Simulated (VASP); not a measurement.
An input for Ansatz (written as the equivalent of a VASP run, and not itself run):

Ansatz 0.2 input:
```yaml
crystal:
  lattice:
    - [-1.5150000, 1.5150000, 1.5150000]
    - [1.5150000, -1.5150000, 1.5150000]
    - [1.5150000, 1.5150000, -1.5150000]
  atoms:
    - { symbol: V, position: [0.0000000, 0.0000000, 0.0000000] }
kpoints:
  mp_grid: { grid: [15, 15, 15] }
hamiltonian:
  xc: lda
  pseudopotentials: { kind: paw }
scf:
  occupations: { method: methfessel_paxton, width: 0.1 }
  max_iter: 100
relax:
  max_steps: 60
  f_tol: 0.01
  cell: {}
output: { forces: true, stress: true, eigenvalues: true }
```

**Question.** Write the VASP files for the same calculation (LDA).

**Answer.** One answer among several that fit: 
### POSCAR
```
V
1
   -1.5150000000     1.5150000000     1.5150000000
    1.5150000000    -1.5150000000     1.5150000000
    1.5150000000     1.5150000000    -1.5150000000
V
1
Direct
  0.0000000000   0.0000000000   0.0000000000
```

**KPOINTS**
```
Regular mesh
0
gamma
15 15 15
```

INCAR:
```
! general
SYSTEM   =  V
PREC     =  Accurate
ENCUT    =  400
LREAL    =  F   ! projection in real space or not
LASPH    =  T

! electronic loop
EDIFF    =  1E-6
NELM     =  100   ! most electronic steps
ALGO     =  Normal   ! blocked Davidson
LMAXMIX  =  4

! smearing
ISMEAR   =  1   ! Methfessel-Paxton
SIGMA    =  0.1

! ions
IBRION   =  2
NSW      =  60   ! most ionic steps
ISIF     =  3   ! ions, shape and volume
EDIFFG   =  -0.01

! output
LWAVE    =  F
LCHARG   =  F
```

POTCAR, in this order: V_sv (LDA.64 set). Program: vasp_std.

What does not carry over: each code has its own PAW files, so the cut-off isn't converted (ENCUT is set for VASP's; basis.ecutwfc is left out, and Ansatz then takes the one that its files recommend); Ansatz stops its SCF on the density residual and VASP on the energy change (EDIFF); Ansatz's lda is the Perdew-Wang form, while the LDA potentials of VASP carry Perdew-Zunger's.

The compound is V in the bcc structure. This run relaxes it. Symmetry was kept, so distortions that lower it aren't found.
